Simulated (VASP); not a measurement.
Calculation: SCAN meta-GGA, VASP's PBE PAW potentials (set 64) (plane waves; VASP).

A VASP calculation is set up with these files.

File POSCAR:
```
WS2
1
    1.5842306902    -2.7439680239     0.0000000000
    1.5842306902     2.7439680239     0.0000000000
    0.0000000000     0.0000000000    12.8704278102
W S
2 4
Direct
  0.3333330000   0.6666670000   0.2500000000
  0.6666670000   0.3333330000   0.7500000000
  0.3333330000   0.6666670000   0.8709581098
  0.6666670000   0.3333330000   0.3709581098
  0.6666670000   0.3333330000   0.1290418902
  0.3333330000   0.6666670000   0.6290418902
```

**KPOINTS**
```
Automatic mesh
0
Gamma
9 9 2
0 0 0
```

**INCAR**
```
SYSTEM = WS2
PREC = Accurate; ENCUT = 520; LREAL = F
LASPH = T
EDIFF = 1E-7; NELM = 100; ALGO = Normal
LMAXMIX = 6; LMIXTAU = T
ISMEAR = -5
METAGGA = SCAN
ISIF = 2
LWAVE = F; LCHARG = F; LORBIT = 11
NEDOS = 601
LEFG = T
```

**KPOINTS_OPT**
```
k-points along high-symmetry lines
6
Line-mode
Reciprocal
  0.000000   0.000000   0.000000 ! GAMMA
  0.000000   0.500000   0.000000 ! M

  0.000000   0.500000   0.000000 ! M
 -0.333333   0.666667   0.000000 ! K

 -0.333333   0.666667   0.000000 ! K
  0.000000   0.000000   0.000000 ! GAMMA

  0.000000   0.000000   0.000000 ! GAMMA
  0.000000   0.000000   0.500000 ! A

  0.000000   0.000000   0.500000 ! A
  0.000000   0.500000   0.500000 ! L

  0.000000   0.500000   0.500000 ! L
 -0.333333   0.666667   0.500000 ! H

 -0.333333   0.666667   0.500000 ! H
  0.000000   0.000000   0.500000 ! A

  0.000000   0.500000   0.500000 ! L
  0.000000   0.500000   0.000000 ! M

 -0.333333   0.666667   0.500000 ! H
 -0.333333   0.666667   0.000000 ! K
```

POTCAR, in this order: W_sv S (PBE.64 set). Program: vasp_std.

What VASP printed:

File OSZICAR:
```
       N       E                     dE             d eps       ncg     rms          rms(c)
DAV:   1     0.380190123169E+03    0.38019E+03   -0.29432E+04  1648   0.169E+03
DAV:   2    -0.163891966486E+03   -0.54408E+03   -0.53337E+03  1793   0.450E+02
DAV:   3    -0.197275090753E+03   -0.33383E+02   -0.33189E+02  1856   0.102E+02
DAV:   4    -0.198114290131E+03   -0.83920E+00   -0.83701E+00  1805   0.172E+01
DAV:   5    -0.198139497618E+03   -0.25207E-01   -0.25200E-01  1921   0.288E+00    0.427E+01
DAV:   6    -0.190905987767E+03    0.72335E+01   -0.12602E+01  1791   0.263E+01    0.174E+01
DAV:   7    -0.185173929072E+03    0.57321E+01   -0.30006E+00  1871   0.899E+00    0.527E+00
DAV:   8    -0.185685340399E+03   -0.51141E+00   -0.91211E-01  1901   0.815E+00    0.320E+00
DAV:   9    -0.183085712237E+03    0.25996E+01   -0.63825E-01  1684   0.699E+00    0.140E+00
DAV:  10    -0.182987211185E+03    0.98501E-01   -0.25115E-01  1684   0.486E+00    0.480E-01
DAV:  11    -0.182573766174E+03    0.41345E+00   -0.45479E-01  1579   0.679E+00    0.250E-01
DAV:  12    -0.182559617485E+03    0.14149E-01   -0.30203E-02  1818   0.167E+00    0.251E-01
DAV:  13    -0.182547584441E+03    0.12033E-01   -0.21464E-02  1684   0.145E+00    0.359E-01
DAV:  14    -0.182889898733E+03   -0.34231E+00   -0.17238E-01  1558   0.302E+00    0.421E-01
DAV:  15    -0.182888321687E+03    0.15770E-02   -0.16874E-02  1775   0.114E+00    0.123E-01
DAV:  16    -0.182889579869E+03   -0.12582E-02   -0.16308E-02  1607   0.121E+00    0.191E-01
DAV:  17    -0.182890798397E+03   -0.12185E-02   -0.24700E-03  1670   0.409E-01    0.128E-01
DAV:  18    -0.182890765071E+03    0.33326E-04   -0.56108E-03  1635   0.603E-01    0.138E-01
DAV:  19    -0.182890757017E+03    0.80537E-05   -0.76748E-04  1782   0.274E-01    0.108E-01
DAV:  20    -0.182890757971E+03   -0.95390E-06   -0.14033E-05  1875   0.255E-02    0.970E-02
DAV:  21    -0.182890747630E+03    0.10341E-04   -0.42108E-05  1775   0.641E-02    0.912E-02
DAV:  22    -0.182890730282E+03    0.17348E-04   -0.83468E-05  1726   0.609E-02    0.833E-02
DAV:  23    -0.182890572006E+03    0.15828E-03   -0.37661E-04  1600   0.168E-01    0.779E-02
DAV:  24    -0.182890601703E+03   -0.29697E-04   -0.79728E-05  1642   0.865E-02    0.644E-02
DAV:  25    -0.182890597983E+03    0.37204E-05   -0.39145E-06  1754   0.177E-02    0.566E-02
DAV:  26    -0.182890600248E+03   -0.22654E-05   -0.43588E-06  1742   0.149E-02    0.443E-02
DAV:  27    -0.182890597353E+03    0.28954E-05   -0.64742E-06  1753   0.191E-02    0.248E-02
DAV:  28    -0.182890596386E+03    0.96708E-06   -0.20454E-06  1738   0.116E-02    0.111E-02
DAV:  29    -0.182890586421E+03    0.99647E-05   -0.82571E-06  1600   0.267E-02    0.474E-03
DAV:  30    -0.182890584194E+03    0.22270E-05   -0.15053E-06  1509   0.121E-02    0.153E-03
DAV:  31    -0.182890582555E+03    0.16386E-05   -0.65418E-07  1415   0.828E-03    0.569E-03
DAV:  32    -0.182890583705E+03   -0.11497E-05   -0.21262E-07  1143   0.468E-03    0.443E-03
DAV:  33    -0.182890580963E+03    0.27420E-05   -0.33951E-07  1454   0.530E-03    0.271E-03
DAV:  34    -0.182890581601E+03   -0.63790E-06   -0.18135E-07  1077   0.361E-03    0.918E-04
DAV:  35    -0.182890580983E+03    0.61745E-06   -0.51717E-08   926   0.183E-03    0.478E-04
DAV:  36    -0.182890580854E+03    0.12927E-06   -0.16849E-08   898   0.118E-03    0.402E-04
DAV:  37    -0.182890580552E+03    0.30230E-06   -0.46558E-09   912   0.726E-04    0.193E-04
DAV:  38    -0.182890580358E+03    0.19339E-06   -0.16722E-09   912   0.363E-04    0.108E-04
DAV:  39    -0.182890580551E+03   -0.19242E-06   -0.17502E-09   912   0.416E-04    0.923E-05
DAV:  40    -0.182890580380E+03    0.17059E-06   -0.10989E-09   905   0.330E-04    0.522E-05
DAV:  41    -0.182890580503E+03   -0.12284E-06   -0.26680E-10   891   0.138E-04    0.511E-05
DAV:  42    -0.182890580498E+03    0.51714E-08   -0.15900E-10   891   0.110E-04
   1 F= -.18289058E+03 E0= -.18289058E+03  d E =0.000000E+00
       N       E                     dE             ncg
       N       E                     dE             ncg
       N       E                     dE             ncg
```

File OUTCAR:
```
------------------------ aborting loop because EDIFF is reached ----------------------------------------
  FORCE on cell =-STRESS in cart. coord.  units (eV):
  Direction    XX          YY          ZZ          XY          YZ          ZX
  --------------------------------------------------------------------------------------
  Total       -0.0794276     -0.0794276     -0.0304344      0.0000000      0.0000000      0.0000000
  in kB       -1.1372649     -1.1372649     -0.4357674      0.0000000      0.0000000      0.0000000
  external PRESSURE =      -0.9034324 kB  Pullay stress =       0.0000000 kB
  volume of cell :      111.90
      direct lattice vectors                 reciprocal lattice vectors
     1.584230690 -2.743968024  0.000000000     0.315610601 -0.182217867  0.000000000
     1.584230690  2.743968024  0.000000000     0.315610601  0.182217867  0.000000000
     0.000000000  0.000000000 12.870427810     0.000000000  0.000000000  0.077697495
 POSITION                                       TOTAL-FORCE (eV/Angst)
 -----------------------------------------------------------------------------------
      1.58423      0.91466      3.21761         0.000000      0.000000     -0.000000
      1.58423     -0.91466      9.65282         0.000000      0.000000     -0.000000
      1.58423      0.91466     11.20960         0.000000     -0.000000     -0.013878
      1.58423     -0.91466      4.77439        -0.000000      0.000000     -0.013878
      1.58423     -0.91466      1.66082        -0.000000      0.000000      0.013878
      1.58423      0.91466      8.09604         0.000000     -0.000000      0.013878
 -----------------------------------------------------------------------------------
    total drift:                               -0.000000      0.001156     -0.000034
  FREE ENERGIE OF THE ION-ELECTRON SYSTEM (eV)
  ---------------------------------------------------
  free  energy   TOTEN  =      -182.8905804979 eV

  energy  without entropy=     -182.8905804979  energy(sigma->0) =     -182.89058050

 total charge

# of ion       s       p       d       tot
------------------------------------------
    1        2.336   6.340   3.373  12.049
    2        2.336   6.340   3.373  12.049
    3        1.355   2.387   0.000   3.742
    4        1.355   2.387   0.000   3.742
    5        1.355   2.387   0.000   3.742
    6        1.355   2.387   0.000   3.742
--------------------------------------------------
tot         10.093  22.227   6.746  39.065

 Electric field gradients after diagonalization (V/A^2)
 (convention: |V_zz| > |V_xx| > |V_yy|)
----------------------------------------------------------------------
 ion       V_xx      V_yy      V_zz     asymmetry (V_yy - V_xx)/ V_zz
----------------------------------------------------------------------
   1      76.395    76.394  -152.789       0.000
   2      76.395    76.394  -152.789       0.000
   3      23.990    23.989   -47.979       0.000
   4      23.990    23.989   -47.979       0.000
   5      23.990    23.989   -47.979       0.000
   6      23.990    23.989   -47.979       0.000
```
(Selected blocks of OUTCAR.)

The compound is WS2 in the 2H layered structure. It was relaxed first, which changed the volume by +6 %.
